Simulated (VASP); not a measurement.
Computed with PBEsol GGA, VASP's PBE PAW potentials (set 64) (plane waves; VASP).

VASP ran on this input.

### INCAR
```
ALGO  =  Normal
EDIFF  =  1E-7
ENCUT  =  600
GGA  =  PS
ISIF  =  2
ISMEAR  =  0
LASPH  =  .TRUE.
LCHARG  =  .FALSE.
LREAL  =  .FALSE.
LWAVE  =  .FALSE.
NELM  =  100
PREC  =  Accurate
SIGMA  =  0.05
SYSTEM  =  MgO
```

KPOINTS:
```
K-points
0
G
  10 10 10
0 0 0
```

### POSCAR
```
MgO
1
    0.0000000000     2.1892000000     2.1892000000
    2.1050000000     0.0000000000     2.1892000000
    2.1050000000     2.1892000000     0.0000000000
Mg O
1 1
Direct
  0.0000000000   0.0000000000   0.0000000000
  0.5000000000   0.5000000000   0.5000000000
```

POTCAR, in this order: Mg O (PBE.64 set). Program: vasp_std.

Output of the run:

### OUTCAR
```
 ion  position               nearest neighbor table
   1  0.000  0.000  0.000-   2 2.10   2 2.10   2 2.19   2 2.19   2 2.19   2 2.19
   2  0.500  0.500  0.500-   1 2.10   1 2.10   1 2.19   1 2.19   1 2.19   1 2.19
  LATTYP: Found a body centered tetragonal cell.
 ALAT       =     3.0959963307
 C/A-ratio  =     1.3598207331
 Subroutine PRICEL returns:
 Original cell was already a primitive cell.
 Subroutine GETGRP returns: Found 16 space group operations
The static configuration has the point symmetry D_4h.
The dynamic configuration has the point symmetry D_4h.
 Subroutine INISYM returns: Found 16 space group operations
 Subroutine IBZKPT returns following result:
 Found    102 irreducible k-points:

 Following reciprocal coordinates:
            Coordinates               Weight
  0.000000  0.000000  0.000000      1.000000
  0.100000  0.000000  0.000000      8.000000
  0.200000  0.000000  0.000000      8.000000
  0.300000  0.000000  0.000000      8.000000
  0.400000 -0.000000 -0.000000      8.000000
  0.500000  0.000000  0.000000      4.000000
  0.100000  0.100000  0.000000      4.000000
  0.200000  0.100000  0.000000     16.000000
  0.300000  0.100000  0.000000     16.000000
  0.400000  0.100000  0.000000     16.000000
  0.500000  0.100000 -0.000000     16.000000
 -0.400000  0.100000  0.000000     16.000000
 -0.300000  0.100000 -0.000000     16.000000
 -0.200000  0.100000  0.000000     16.000000
 -0.100000  0.100000 -0.000000      8.000000
  0.200000  0.200000  0.000000      4.000000
  0.300000  0.200000  0.000000     16.000000
  0.400000  0.200000 -0.000000     16.000000
  0.500000  0.200000 -0.000000     16.000000
 -0.400000  0.200000  0.000000     16.000000
 -0.300000  0.200000  0.000000     16.000000
 -0.200000  0.200000 -0.000000      8.000000
  0.300000  0.300000  0.000000      4.000000
...
```

### OSZICAR
```
       N       E                     dE             d eps       ncg     rms          rms(c)
DAV:   1     0.186942447215E+02    0.18694E+02   -0.51193E+03  1824   0.994E+02
DAV:   2    -0.133144223341E+02   -0.32009E+02   -0.30569E+02  1968   0.148E+02
DAV:   3    -0.138379339474E+02   -0.52351E+00   -0.52351E+00  2080   0.230E+01
DAV:   4    -0.138389460230E+02   -0.10121E-02   -0.10121E-02  2312   0.956E-01
DAV:   5    -0.138389467111E+02   -0.68814E-06   -0.68814E-06  2072   0.166E-02    0.662E+00
DAV:   6    -0.124997042825E+02    0.13392E+01   -0.93736E+00  1632   0.208E+01    0.238E+00
DAV:   7    -0.124683687655E+02    0.31336E-01   -0.74698E-02  1760   0.305E+00    0.130E+00
DAV:   8    -0.124536702323E+02    0.14699E-01   -0.26252E-02  1680   0.241E+00    0.169E-01
DAV:   9    -0.124535191238E+02    0.15111E-03   -0.45073E-04  2416   0.200E-01    0.788E-02
DAV:  10    -0.124535540374E+02   -0.34914E-04   -0.62981E-05  1712   0.901E-02    0.484E-03
DAV:  11    -0.124535534956E+02    0.54181E-06   -0.25369E-06  2280   0.111E-02    0.189E-03
DAV:  12    -0.124535534340E+02    0.61560E-07   -0.55282E-08  1136   0.303E-03
   1 F= -.12453553E+02 E0= -.12453553E+02  d E =-.327034E-11
```

**OUTCAR**
```
------------------------ aborting loop because EDIFF is reached ----------------------------------------
  FORCE on cell =-STRESS in cart. coord.  units (eV):
  Direction    XX          YY          ZZ          XY          YZ          ZX
  --------------------------------------------------------------------------------------
  Total       -0.8746439     -1.5486851     -1.5486851      0.0000000      0.0000000      0.0000000
  in kB      -69.4526599   -122.9761007   -122.9761007      0.0000000      0.0000000      0.0000000
  external PRESSURE =    -105.1349538 kB  Pullay stress =       0.0000000 kB
  volume of cell :       20.18
      direct lattice vectors                 reciprocal lattice vectors
     0.000000000  2.189200000  2.189200000    -0.237529691  0.228393934  0.228393934
     2.105000000  0.000000000  2.189200000     0.237529691 -0.228393934  0.228393934
     2.105000000  2.189200000  0.000000000     0.237529691  0.228393934 -0.228393934
  FREE ENERGIE OF THE ION-ELECTRON SYSTEM (eV)
  ---------------------------------------------------
  free  energy   TOTEN  =       -12.4535534340 eV

  energy  without entropy=      -12.4535534340  energy(sigma->0) =      -12.45355343
```
(Selected blocks of OUTCAR.)

**OUTCAR**
```
 val. band max:        2.5410582328   @ k =   0.0000   0.0000   0.0000

 cond. band min:       6.4314612292   @ k =   0.0000   0.0000   0.0000


 Fermi energy:         2.7451618804

 k-point     1 :       0.0000    0.0000    0.0000
  band No.  band energies     occupation
      1     -14.3179      2.00000
      2       2.4404      2.00000
      3       2.5411      2.00000
      4       2.5411      2.00000
      5       6.4315      0.00000
      6      17.6034      0.00000
      7      17.6034      0.00000
      8      17.9935      0.00000

 k-point     2 :       0.1000    0.0000    0.0000
  band No.  band energies     occupation
      1     -14.2239      2.00000
      2       1.8525      2.00000
      3       2.4256      2.00000
      4       2.4735      2.00000
      5       7.0753      0.00000
      6      16.4827      0.00000
      7      17.8006      0.00000
      8      18.0867      0.00000

 k-point     3 :       0.2000    0.0000    0.0000
  band No.  band energies     occupation
      1     -13.9664      2.00000
      2       0.5943      2.00000
      3       2.2881      2.00000
      4       2.3028      2.00000
      5       8.2727      0.00000
      6      14.9535      0.00000
      7      18.1026      0.00000
      8      18.5519      0.00000

 k-point     4 :       0.3000    0.0000    0.0000
  band No.  band energies     occupation
      1     -13.6213      2.00000
      2      -0.6324      2.00000
      3       2.1027      2.00000
      4       2.1281      2.00000
      5       9.2512      0.00000
      6      14.1453      0.00000
      7      17.9651      0.00000
      8      18.6969      0.00000

 k-point     5 :       0.4000   -0.0000   -0.0000
  band No.  band energies     occupation
      1     -13.3153      2.00000
      2      -1.5153      2.00000
      3       1.9484      2.00000
      4       2.0039      2.00000
      5       9.6935      0.00000
      6      14.0610      0.00000
      7      17.6479      0.00000
...
```

The compound is MgO in the rock salt structure. This cell was strained or had an atom moved on purpose.
